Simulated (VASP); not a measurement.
# What goes wrong when Bi2Te3 (Tellurobismuthite) is relaxed with a bad input

Some relaxations of Bi2Te3 (Tellurobismuthite) get a fault in the input on purpose. Which of them show, and how? The starting structure is a measured crystal structure from the Crystallography Open Database. The first relaxation on each setting starts from this cell expanded by 3 % in volume.

Method: Kohn-Sham DFT with plane waves and PAW; PBEsol, in VASP 6.6.1.

**1. Starting point**

It takes space group R-3m (No. 166, trigonal). Conventional cell: a = 4.386 Å, b = 4.386 Å, c = 30.497 Å, α = 90.00°, β = 90.00°, γ = 120.00°. Nearest to Bi lie 6 Te at 3.07 to 3.25 Å. Nearest to Te lie 3 Bi at 3.07 Å. Nearest to Te lie 6 Bi at 3.25 Å. Farther neighbours and most contacts between anions are not listed.

Structure file:

```cif
data_structure
_symmetry_space_group_name_H-M 'R-3m:H'
_symmetry_Int_Tables_number 166
_cell_length_a 4.3860
_cell_length_b 4.3860
_cell_length_c 30.4970
_cell_angle_alpha 90.000
_cell_angle_beta 90.000
_cell_angle_gamma 120.000
_cell_volume 508.07
loop_
_atom_site_label
_atom_site_type_symbol
_atom_site_symmetry_multiplicity
_atom_site_Wyckoff_symbol
_atom_site_fract_x
_atom_site_fract_y
_atom_site_fract_z
_atom_site_occupancy
Bi1 Bi 6 c 0.33333 0.66667 0.26667 1
Te1 Te 6 c 0.66667 0.33333 0.12383 1
Te2 Te 3 a 0.00000 0.00000 0.00000 1
```

**2. Reference relaxation**

This run starts from the cell of an earlier relaxation, which isn't shown; the restart sets up the plane waves anew.

INCAR reads:

```
SYSTEM = Bi2Te3
PREC = Accurate
ENCUT = 450
EDIFF = 1E-06
NELM = 100
ISMEAR = 0
SIGMA = 0.03
LREAL = .FALSE.
ALGO = Normal
GGA = PS
NBANDS = 30
LORBIT = 11
LWAVE = .FALSE.
LCHARG = .FALSE.
KPAR = 16
IBRION = 2
NSW = 50
ISIF = 3
EDIFFG = -0.006
```

POSCAR reads:

```
Bi2Te3
1.0
   -4.3809084264      0.0000000000      0.0000000000
    2.1904542132     -3.7939779889      0.0000000000
    2.1904542132      1.2646593296     10.0937036450
Bi Te
2 3
Direct
    0.2002110994      0.6001055497      0.8003166492
    0.7997889006      0.3998944503      0.1996833508
    0.5806477081      0.7903238541      0.3709715622
    0.4193522919      0.2096761459      0.6290284378
    0.0000000000      0.0000000000      0.0000000000
```

KPOINTS reads:

```
Automatic mesh
0
Gamma
6 6 6
0 0 0
```

Potentials, in the order of the species: Bi_d and Te (PBE family, release 64).

Command:

```console
> mpirun -np 16 vasp_std
```

What it wrote:

```text
[banner, memory and clock lines left out]
running   16 mpi-ranks, on    1 nodes
 distrk:  each k-point on    1 cores,   16 groups
 distr:  one band on    1 cores,    1 groups

 POSCAR found type information on POSCAR BiTe
 POSCAR found :  2 types and       5 ions
|                                                                             |
|           W    W    AA    RRRRR   N    N  II  N    N   GGGG   !!!           |
|           W    W   A  A   R    R  NN   N  II  NN   N  G    G  !!!           |
|           W    W  A    A  R    R  N N  N  II  N N  N  G       !!!           |
|           W WW W  AAAAAA  RRRRR   N  N N  II  N  N N  G  GGG   !            |
|           WW  WW  A    A  R   R   N   NN  II  N   NN  G    G                |
|           W    W  A    A  R    R  N    N  II  N    N   GGGG   !!!           |
|                                                                             |
|     For optimal performance we recommend to set                             |
|       NCORE = 2 up to number-of-cores-per-socket                            |
|     NCORE specifies how many cores store one orbital (NPAR=cpu/NCORE).      |
|     This setting can greatly improve the performance of VASP for DFT.       |
|     The default, NCORE=1 might be grossly inefficient on modern             |
|     multi-core architectures or massively parallel machines. Do your        |
|     Unfortunately you need to use the default for GW and RPA                |
|     calculations (for HF NCORE is supported but not extensively tested      |
|     yet).                                                                   |
|                                                                             |

|                                                                             |
|               ----> ADVICE to this user running VASP <----                  |
|                                                                             |
|     You enforced a specific xc type in the INCAR file but a different       |
|     [... a line on the potential file left out ...]
|     I HOPE YOU KNOW WHAT YOU ARE DOING!                                     |
|                                                                             |

 LDA part: xc-table for (Slater+PW92), standard interpolation
 POSCAR, INCAR and KPOINTS ok, starting setup
 FFT: planning ... GRIDC
 FFT: planning ... GRID_SOFT
 FFT: planning ... GRID
 WAVECAR not read
 entering main loop
       N       E                     dE             d eps       ncg     rms          rms(c)
DAV:   1     0.415587934889E+03    0.41559E+03   -0.20253E+04  1928   0.140E+03
DAV:   2     0.231181644074E+02   -0.39247E+03   -0.37945E+03  2088   0.374E+02
DAV:   3    -0.187608507918E+02   -0.41879E+02   -0.39971E+02  2478   0.136E+02
DAV:   4    -0.204835893468E+02   -0.17227E+01   -0.17120E+01  2200   0.297E+01
DAV:   5    -0.205624148957E+02   -0.78826E-01   -0.78802E-01  2786   0.630E+00    0.800E+00
DAV:   6    -0.202973086099E+02    0.26511E+00   -0.41018E-01  2350   0.485E+00    0.594E+00
DAV:   7    -0.202975802671E+02   -0.27166E-03   -0.22305E-01  2324   0.220E+00    0.931E-01
DAV:   8    -0.202957684347E+02    0.18118E-02   -0.29488E-02  2136   0.107E+00    0.543E-01
DAV:   9    -0.202952012395E+02    0.56720E-03   -0.33814E-03  2220   0.397E-01    0.352E-01
DAV:  10    -0.202953133467E+02   -0.11211E-03   -0.91872E-04  2064   0.169E-01    0.764E-02
DAV:  11    -0.202953208942E+02   -0.75475E-05   -0.72346E-05  2370   0.580E-02    0.380E-02
DAV:  12    -0.202953233977E+02   -0.25035E-05   -0.21748E-05  2104   0.208E-02    0.247E-02
DAV:  13    -0.202953218770E+02    0.15207E-05   -0.39871E-06  1890   0.102E-02    0.726E-03
DAV:  14    -0.202953220887E+02   -0.21168E-06   -0.71114E-07  1104   0.498E-03
   1 F= -.20295322E+02 E0= -.20295322E+02  d E =-.202953E+02
 curvature:   0.00 expect dE= 0.000E+00 dE for cont linesearch  0.000E+00
 trial: gam= 0.00000 g(F)=  0.105E-05 g(S)=  0.235E-05 ort = 0.000E+00 (trialstep = 0.100E+01)
 search vector abs. value=  0.340E-05
 reached required accuracy - stopping structural energy minimisation
```

Run time: 28 s. Hardware: 16 MPI ranks of AMD EPYC 7R43, shared host; peak memory 4.7 GiB.

The logs omit lines about the potential files and the build; timing stands in the text.

OUTCAR, selected parts (step 2):

```text
ion  position               nearest neighbor table
   1  0.200  0.600  0.800-   4 3.06   4 3.06   4 3.06   5 3.23   5 3.23   5 3.23
   2  0.800  0.400  0.200-   3 3.06   3 3.06   3 3.06   5 3.23   5 3.23   5 3.23
   3  0.581  0.790  0.371-   2 3.06   2 3.06   2 3.06   4 3.63   4 3.63   4 3.63
   4  0.419  0.210  0.629-   1 3.06   1 3.06   1 3.06   3 3.63   3 3.63   3 3.63
   5  0.000  0.000  0.000-   1 3.23   2 3.23   2 3.23   1 3.23   2 3.23   1 3.23

  LATTYP: Found a trigonal (rhomboedric) cell.
 ALAT       =    10.4057823422
 COS(alpha) =     0.9113765036

 Subroutine GETGRP returns: Found 12 space group operations
 (whereof 12 operations were pure point group operations)

The static configuration has the point symmetry D_3d.

 Found     32 irreducible k-points:

   k-points           NKPTS =     32   k-points in BZ     NKDIM =     32   number of bands    NBANDS=     30

   dimension x,y,z NGX =    30 NGY =   30 NGZ =   72
   dimension x,y,z NGXF=    60 NGYF=   60 NGZF=  144

   ENCUT  =  450.0 eV  33.07 Ry    5.75 a.u.   7.58  7.58 18.00*2*pi/ulx,y,z

   NELECT =      48.0000    total number of electrons

 k-points in reciprocal lattice and weights: Automatic mesh
   0.00000000  0.00000000  0.00000000       0.005
   0.16666667 -0.00000000  0.00000000       0.028
   0.33333333  0.00000000 -0.00000000       0.028
   0.50000000 -0.00000000  0.00000000       0.014
   0.00000000  0.16666667 -0.00000000       0.028
   0.16666667  0.16666667  0.00000000       0.056
   0.33333333  0.16666667  0.00000000       0.056
   0.00000000  0.33333333 -0.00000000       0.028
   0.16666667  0.33333333  0.00000000       0.056
[...]
0.16666667  0.16666667  0.33333333       0.028
   0.00000000  0.00000000  0.50000000       0.005

 average (electrostatic) potential at core
       1-104.8550       2-104.8550       3 -87.9915       4 -87.9915       5 -87.8145

 E-fermi :   6.2795

 k-point     1 :       0.0000    0.0000    0.0000
  band No.  band energies     occupation
    ...
     20       4.4405      2.00000
     21       4.4405      2.00000
     22       5.2907      2.00000
     23       5.2907      2.00000
     24       6.1773      2.00000
     25       6.3818      0.00000
     26       6.7910      0.00000
     27       6.7910      0.00000
     28       8.0942      0.00000
     29       8.2952      0.00000
    ...

 k-point     2 :       0.1667   -0.0000    0.0000
  band No.  band energies     occupation
    ...
     20       4.4843      2.00000
     21       4.6002      2.00000
     22       4.9932      2.00000
     23       5.1702      2.00000
     24       5.6912      2.00000
     25       7.2145      0.00000
     26       7.4616      0.00000
     27       7.4961      0.00000
     28       8.2897      0.00000
     29       8.4399      0.00000
    ...

 k-point     3 :       0.3333    0.0000   -0.0000
  band No.  band energies     occupation
    ...
     20       3.9123      2.00000
     21       3.9778      2.00000
     22       4.5084      2.00000
     23       4.5584      2.00000
     24       4.7449      2.00000
     25       7.7230      0.00000
     26       8.1384      0.00000
     27       8.6454      0.00000
     28       8.7404      0.00000
     29       8.7767      0.00000
    ...

  Total        0.0085999      0.0085999     -0.0097649      0.0000000      0.0000000      0.0000000
  in kB        0.0821288      0.0821288     -0.0932544      0.0000000      0.0000000      0.0000000
  external PRESSURE =       0.0236678 kB  Pullay stress =       0.0000000 kB

  energy-cutoff  :      450.00
  volume of cell :      167.77
      direct lattice vectors                 reciprocal lattice vectors
    -4.380908426  0.000000000  0.000000000    -0.228263160 -0.131787797  0.066047775
     2.190454213 -3.793977989  0.000000000     0.000000000 -0.263575593  0.033023887
     2.190454213  1.264659330 10.093703645     0.000000000  0.000000000  0.099071662

 POSITION                                       TOTAL-FORCE (eV/Angst)
 -----------------------------------------------------------------------------------
      2.19045     -1.26466      8.07816         0.000000      0.000000     -0.000236
     -2.19045     -1.26466      2.01554         0.000000     -0.000000      0.000236
      0.00000     -2.52932      3.74448         0.000000      0.000000     -0.003292
     -0.00000      0.00000      6.34923        -0.000000     -0.000000      0.003292
      0.00000      0.00000      0.00000         0.000000      0.000000      0.000000
 -----------------------------------------------------------------------------------
    total drift:                               -0.000000     -0.000000      0.000000

  FREE ENERGIE OF THE ION-ELECTRON SYSTEM (eV)
  ---------------------------------------------------
  free  energy   TOTEN  =       -20.2953220887 eV

  energy  without entropy=      -20.2953220873  energy(sigma->0) =      -20.29532209

 reached required accuracy - stopping structural energy minimisation

 total charge
# of ion       s       p       d       tot
------------------------------------------
    1        1.591   1.142   9.947  12.679
    2        1.591   1.142   9.947  12.679
    3        1.408   1.901   0.026   3.335
    4        1.408   1.901   0.026   3.335
    5        1.388   1.965   0.024   3.376
--------------------------------------------------
tot          7.385   8.051  19.970  35.405

[... 3 further parts left out ...]
```

CONTCAR:

```
Bi2Te3
   1.00000000000000
    -4.3809084264000004    0.0000000000000000    0.0000000000000000
     2.1904542132000002   -3.7939779889000000    0.0000000000000000
     2.1904542132000002    1.2646593295999999   10.0937036449999997
  Bi              Te
     2     3
Direct
     0.2002110994000006    0.6001055496999967    0.8003166491999991
     0.7997889005999994    0.3998944503000033    0.1996833508000009
     0.5806477081000025    0.7903238541000022    0.3709715621999976
     0.4193522918999975    0.2096761458999978    0.6290284378000024
     0.0000000000000000    0.0000000000000000    0.0000000000000000
```

The PAW data sets were made with PBE, which is usual practice but a small mismatch for other functionals. The run keeps the 12 symmetry operations of its start, so it cannot find a distortion of lower symmetry.

The reference relaxation ends at 33.554 Å³ an atom.

**3. Relaxation with too few ionic steps**

A slip made on purpose: too few ionic steps. Against step 2 the input has NSW = 2 (also changed: NELM).

INCAR, as its differences from that of step 2:

```diff
@@ -4,3 +4,3 @@
 EDIFF = 1E-06
-NELM = 100
+NELM = 60
 ISMEAR = 0
@@ -16,3 +16,3 @@
 IBRION = 2
-NSW = 50
+NSW = 2
 ISIF = 3
```

POSCAR reads:

```
Bi2Te3
1.0
   -4.4294285669      0.0000000000      0.0000000000
    2.2147142835     -3.8359976632      0.0000000000
    2.2147142835      1.2786658877     10.2663233779
Bi Te
2 3
Direct
    0.2000000000      0.6000000000      0.8000000000
    0.8000000000      0.4000000000      0.2000000000
    0.5810000000      0.7905000000      0.3715000000
    0.4190000000      0.2095000000      0.6285000000
    0.0000000000      0.0000000000      0.0000000000
```

KPOINTS is that of step 2.

Command:

```console
> mpirun -np 16 vasp_std
```

What it wrote:

```text
[banner, memory and clock lines left out]
running   16 mpi-ranks, on    1 nodes
[...]
[... a notice as in an earlier step ...]

 [... a notice as in an earlier step ...]

 LDA part: xc-table for (Slater+PW92), standard interpolation
 POSCAR, INCAR and KPOINTS ok, starting setup
[...]
entering main loop
       N       E                     dE             d eps       ncg     rms          rms(c)
DAV:   1     0.411161516786E+03    0.41116E+03   -0.20119E+04  1928   0.138E+03
DAV:   2     0.234849246141E+02   -0.38768E+03   -0.37491E+03  2064   0.370E+02
DAV:   3    -0.186882443543E+02   -0.42173E+02   -0.40589E+02  2390   0.138E+02
DAV:   4    -0.204642980442E+02   -0.17761E+01   -0.17628E+01  2264   0.304E+01
[...]
DAV:  11    -0.202511130939E+02   -0.11983E-04   -0.54930E-05  2368   0.454E-02    0.356E-02
DAV:  12    -0.202511144446E+02   -0.13507E-05   -0.12200E-05  2074   0.183E-02    0.181E-02
DAV:  13    -0.202511140352E+02    0.40939E-06   -0.30637E-06  1810   0.102E-02
   1 F= -.20251114E+02 E0= -.20251114E+02  d E =-.202511E+02
[...]
N       E                     dE             d eps       ncg     rms          rms(c)
DAV:   1    -0.218492982348E+02   -0.15982E+01   -0.43564E+01  2440   0.677E+01    0.719E+00
DAV:   2    -0.205398826419E+02    0.13094E+01   -0.28396E+00  2404   0.193E+01    0.285E+00
DAV:   3    -0.202771541017E+02    0.26273E+00   -0.83411E-01  2440   0.969E+00    0.537E-01
DAV:   4    -0.202744752528E+02    0.26788E-02   -0.50657E-02  2856   0.177E+00    0.473E-01
DAV:   5    -0.202751937101E+02   -0.71846E-03   -0.29921E-03  2460   0.423E-01    0.262E-01
DAV:   6    -0.202753795013E+02   -0.18579E-03   -0.90364E-04  2682   0.212E-01    0.788E-02
DAV:   7    -0.202753787439E+02    0.75740E-06   -0.46580E-05  2374   0.518E-02    0.245E-02
DAV:   8    -0.202753786234E+02    0.12054E-06   -0.76465E-06  1912   0.159E-02
   2 F= -.20275379E+02 E0= -.20275379E+02  d E =-.242646E-01
 trial-energy change:   -0.024265  1 .order   -0.019806   -0.141603    0.101991
 step:   0.6075(harm=  0.5813)  dis= 0.00778  next Energy=   -20.295125 (dE=-0.440E-01)
```

Run time: 39 s. Hardware: 16 MPI ranks; peak memory 5.8 GiB.

OUTCAR, selected parts (step 3):

```text
  Total        1.5055960      1.5055960      1.5543153     -0.0000000     -0.0000000      0.0000000
  in kB       14.7230200     14.7230200     15.1994400     -0.0000000     -0.0000000      0.0000000
  external PRESSURE =      14.8818267 kB  Pullay stress =       0.0000000 kB

 POSITION                                       TOTAL-FORCE (eV/Angst)
 -----------------------------------------------------------------------------------
      2.17181     -1.25389      8.01745         0.000000     -0.000000      0.169153
     -2.17181     -1.25389      2.00998        -0.000000      0.000000     -0.169153
      0.00000     -2.50778      3.71268         0.000000     -0.000000      0.231403
      0.00000     -0.00000      6.31475        -0.000000      0.000000     -0.231403
      0.00000     -2.50778     10.02743        -0.000000     -0.000000      0.000000
 -----------------------------------------------------------------------------------
    total drift:                                0.000000     -0.000000     -0.000000

  FREE ENERGIE OF THE ION-ELECTRON SYSTEM (eV)
  ---------------------------------------------------
  free  energy   TOTEN  =       -20.2753786234 eV

  energy  without entropy=      -20.2753786146  energy(sigma->0) =      -20.27537862

[... 1 part as in an earlier step ...]

[... 2 further parts left out ...]
[key lines of the parts left out:]
E-fermi :   6.6023
```

The relaxation used up its 2 ionic steps (NSW) before forces and stress met EDIFFG.

**4. Relaxation with a smearing far too wide**

A slip made on purpose: a smearing far too wide. Against step 2 the input has SIGMA = 2 (also changed: NELM).

INCAR, as its differences from that of step 3:

```diff
@@ -6,3 +6,3 @@
 ISMEAR = 0
-SIGMA = 0.03
+SIGMA = 2
 LREAL = .FALSE.
@@ -16,3 +16,3 @@
 IBRION = 2
-NSW = 2
+NSW = 50
 ISIF = 3
```

POSCAR is that of step 3.

KPOINTS is that of step 3.

Command:

```console
> mpirun -np 16 vasp_std
```

What it wrote:

```text
[... set-up lines as in an earlier step ...]
 entering main loop
       N       E                     dE             d eps       ncg     rms          rms(c)
DAV:   1     0.409616456161E+03    0.40962E+03   -0.20119E+04  1928   0.138E+03
DAV:   2     0.217368314099E+02   -0.38788E+03   -0.37660E+03  2064   0.370E+02
DAV:   3    -0.205520023971E+02   -0.42289E+02   -0.40901E+02  2390   0.137E+02
DAV:   4    -0.224106474536E+02   -0.18586E+01   -0.18281E+01  2264   0.304E+01
[...]
DAV:  11    -0.224134480109E+02   -0.35779E-05   -0.62334E-05  2264   0.450E-02    0.176E-02
DAV:  12    -0.224134494086E+02   -0.13977E-05   -0.18255E-05  2244   0.138E-02    0.144E-02
DAV:  13    -0.224134491904E+02    0.21818E-06   -0.49109E-06  1200   0.567E-03
 -----------------------------------------------------------------------------
|                                                                             |
|           W    W    AA    RRRRR   N    N  II  N    N   GGGG   !!!           |
|           W    W   A  A   R    R  NN   N  II  NN   N  G    G  !!!           |
[...]
5 F= -.22459844E+02 E0= -.19538463E+02  d E =-.277155E-01
   6 F= -.22436947E+02 E0= -.19562839E+02  d E =-.481871E-02
   7 F= -.22462031E+02 E0= -.19553251E+02  d E =-.299032E-01
   8 F= -.22469363E+02 E0= -.19524245E+02  d E =-.733141E-02
   9 F= -.22470785E+02 E0= -.19501463E+02  d E =-.875387E-02
  10 F= -.22475565E+02 E0= -.19519650E+02  d E =-.478006E-02
  11 F= -.22479393E+02 E0= -.19550818E+02  d E =-.860729E-02
  12 F= -.22479450E+02 E0= -.19548263E+02  d E =-.866443E-02
  13 F= -.22480780E+02 E0= -.19549145E+02  d E =-.133025E-02
  14 F= -.22482549E+02 E0= -.19549131E+02  d E =-.309964E-02
  15 F= -.22482538E+02 E0= -.19569731E+02  d E =0.110234E-04
  16 F= -.22482713E+02 E0= -.19559510E+02  d E =-.164039E-03
  17 F= -.22482747E+02 E0= -.19559633E+02  d E =-.339879E-04
  18 F= -.22482812E+02 E0= -.19559909E+02  d E =-.981792E-04
  19 F= -.22482781E+02 E0= -.19560275E+02  d E =-.680390E-04
  20 F= -.22482824E+02 E0= -.19560123E+02  d E =-.111166E-03
  21 F= -.22482825E+02 E0= -.19560055E+02  d E =-.112007E-03
  22 F= -.22482851E+02 E0= -.19558799E+02  d E =-.254115E-04
 trial-energy change:   -0.000025  1 .order   -0.000026   -0.000032   -0.000019
 step:   7.5472(harm=  7.5472)  dis= 0.00343  next Energy=   -22.482864 (dE=-0.385E-04)
 reached required accuracy - stopping structural energy minimisation
```

It took 5.2 min on 16 MPI ranks; peak memory 6.6 GiB; 82 min of CPU time.

Parts of OUTCAR (step 4):

```text
  Total       -0.0009018     -0.0009018     -0.0219176      0.0000000      0.0000000     -0.0000000
  in kB       -0.0083083     -0.0083083     -0.2019211      0.0000000      0.0000000     -0.0000000
  external PRESSURE =      -0.0728459 kB  Pullay stress =       0.0000000 kB

 POSITION                                       TOTAL-FORCE (eV/Angst)
 -----------------------------------------------------------------------------------
      2.28608     -1.31987      7.65932         0.000000     -0.000000      0.003616
     -2.28608     -1.31987      1.94680        -0.000000      0.000000     -0.003616
      0.00000     -2.63974      3.71801         0.000000     -0.000000      0.001339
      0.00000     -0.00000      5.88811        -0.000000      0.000000     -0.001339
     -0.00000     -0.00000      0.00000         0.000000      0.000000      0.000000
 -----------------------------------------------------------------------------------
    total drift:                                0.000000     -0.000000     -0.000000

  FREE ENERGIE OF THE ION-ELECTRON SYSTEM (eV)
  ---------------------------------------------------
  free  energy   TOTEN  =       -22.4828507479 eV

  energy  without entropy=      -16.6347479459  energy(sigma->0) =      -19.55879935

[... 2 parts as in an earlier step ...]

[... 2 further parts left out ...]
[key lines of the parts left out:]
E-fermi :   5.9325
```

Logs of long relaxations may skip ionic steps without a mark.

With a smearing far too wide the cell ends at 34.782 Å³ an atom, +3.66 % from the reference, a by +4.4 % and c by -4.8 %.

(Part 1 of 2 ends here.)

[Lines on the potential files, build, host, timing and source positions are cut from VASP's logs without a mark.]

[Logs are printed without paths, hosts, clocks, repeated set-up lines and the standing remarks that a program may print on its own settings, such as how far it seeks lower states.]

[Hosts, paths, dates, database ids (printed as entryN), source tags and the programs' standing remarks are cut or masked in the printed files.]
